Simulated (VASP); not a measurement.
Method: PBE GGA with D4 dispersion, VASP's PBE PAW potentials (set 64) (plane waves; VASP).

A VASP calculation is set up with these files.

INCAR:
```
ALGO=Normal
EDIFF=1E-7
ENCUT=520
GGA=PE
ISIF=2
ISMEAR=1
IVDW=13
LASPH=.TRUE.
LCHARG=.FALSE.
LREAL=.FALSE.
LWAVE=.FALSE.
NELM=100
PREC=Accurate
SIGMA=0.1
SYSTEM=K
```

### KPOINTS
```
K-points
0
gamma
10 10 10
```

POSCAR:
```
K
1
   -2.5474079956     2.5474079956     2.5474079956
    2.5474079956    -2.5474079956     2.5474079956
    2.5474079956     2.5474079956    -2.5474079956
K
1
Direct
  0.0000000000   0.0000000000   0.0000000000
```

POTCAR, in this order: K_sv (PBE.64 set). Program: vasp_std.

The run wrote:

**OSZICAR**
```
       N       E                     dE             d eps       ncg     rms          rms(c)
DAV:   1     0.424568786203E+02    0.42457E+02   -0.37515E+03   752   0.883E+02
DAV:   2     0.273425109449E+00   -0.42183E+02   -0.42004E+02   776   0.210E+02
DAV:   3    -0.998850848896E+00   -0.12723E+01   -0.12674E+01  1208   0.326E+01
DAV:   4    -0.103294659700E+01   -0.34096E-01   -0.34136E-01  1192   0.389E+00
DAV:   5    -0.103318157237E+01   -0.23498E-03   -0.23498E-03  1256   0.250E-01    0.230E+00
DAV:   6    -0.103294519500E+01    0.23638E-03   -0.18342E-03  1296   0.333E-01    0.143E+00
DAV:   7    -0.103324438484E+01   -0.29919E-03   -0.33880E-03  1200   0.440E-01    0.590E-02
DAV:   8    -0.103328436972E+01   -0.39985E-04   -0.16322E-04  1136   0.173E-01    0.222E-02
DAV:   9    -0.103330081499E+01   -0.16445E-04   -0.13888E-05  1136   0.382E-02    0.121E-02
DAV:  10    -0.103329964980E+01    0.11652E-05   -0.41430E-06  1192   0.191E-02    0.169E-03
DAV:  11    -0.103329952836E+01    0.12144E-06   -0.56137E-08  1088   0.277E-03    0.730E-04
DAV:  12    -0.103329939499E+01    0.13337E-06   -0.10304E-08   800   0.903E-04    0.136E-04
DAV:  13    -0.103329941472E+01   -0.19733E-07   -0.72038E-10   696   0.240E-04
   1 F= -.10628854E+01 E0= -.10625297E+01  d E =-.106716E-02
```

### OUTCAR
```
------------------------ aborting loop because EDIFF is reached ----------------------------------------
  Edisp (eV):   -0.02959
  FORCE on cell =-STRESS in cart. coord.  units (eV):
  Direction    XX          YY          ZZ          XY          YZ          ZX
  --------------------------------------------------------------------------------------
  Total       0.16618     0.16618     0.16618    -0.00000    -0.00000     0.00000
  in kB       4.02667     4.02667     4.02667    -0.00000    -0.00000     0.00000
  external pressure =        4.03 kB  Pullay stress =        0.00 kB
  volume of cell :       66.12
      direct lattice vectors                 reciprocal lattice vectors
    -2.547407996  2.547407996  2.547407996     0.000000000  0.196277942  0.196277942
     2.547407996 -2.547407996  2.547407996     0.196277942  0.000000000  0.196277942
     2.547407996  2.547407996 -2.547407996     0.196277942  0.196277942  0.000000000
 POSITION                                       TOTAL-FORCE (eV/Angst)
 -----------------------------------------------------------------------------------
      0.00000      0.00000      0.00000         0.000000     -0.000000      0.000000
 -----------------------------------------------------------------------------------
    total drift:                               -0.000000     -0.000000      0.000000
  FREE ENERGIE OF THE ION-ELECTRON SYSTEM (eV)
  ---------------------------------------------------
  free  energy   TOTEN  =        -1.0628854117 eV

  energy  without entropy=       -1.0618182517  energy(sigma->0) =       -1.06252969
```
(Selected blocks of OUTCAR.)

The compound is K in the bcc structure. This cell is one point of a volume scan, at 0.94 of the reference volume.
